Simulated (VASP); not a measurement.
Consider the following.

```
CELL_PARAMETERS angstrom
      0.00000     2.99838     2.99838
      2.99838     0.00000     2.99838
      2.99838     2.99838     0.00000
ATOMIC_POSITIONS crystal
  Al 0.25000 0.25000 0.25000
  Al 0.75000 0.75000 0.75000
  Pt 0.00000 0.00000 0.00000
```

The numbers are results of PBE GGA with D3 dispersion (Becke-Johnson damping), VASP's PBE PAW potentials (set 64) (plane waves; VASP), not measurements. Settings: 520 eV cut-off, 9×9×9 Γ-centred mesh, first-order Methfessel-Paxton smearing of 0.10 eV, potentials Al Pt.

Unless said otherwise, spin-orbit coupling is left out, though it shifts the bands of the heavy elements here.

### Question
Estimate the energy per atom (σ→0), pressure, band gap (on the k-mesh) with the smallest direct gap where there is one.

### Answer

The band gap (on the k-mesh) comes out as none (metal, semimetal or under 0.01 eV) and the energy per atom (σ→0) comes out as -5.825 eV/atom. The pressure comes out as -7.24 GPa.

The compound is PtAl2 in the fluorite structure. This cell is one point of a volume scan, at 1.06 of the reference volume.
